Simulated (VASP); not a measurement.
Here is the system:

```
CELL_PARAMETERS angstrom
      0.00000     1.98355     1.98355
      1.98355     0.00000     1.98355
      1.98355     1.98355     0.00000
ATOMIC_POSITIONS crystal
  Ag 0.00000 0.00000 0.00000
```

Method: PBEsol GGA, VASP's PBE PAW potentials (set 64) (plane waves; VASP). Run with 520 eV cut-off, 15×15×15 Γ-centred mesh, first-order Methfessel-Paxton smearing of 0.10 eV, potentials Ag.

Task: Give the stress tensor in GPa (positive for a compressed cell).

Result: 
```
8.73  0.00  0.00
0.00  8.73  0.00
0.00  0.00  8.73
```
The pressure is its mean diagonal, 8.73 GPa.

The compound is Ag in the fcc structure. This cell is one point of a volume scan, at 0.94 of the reference volume.
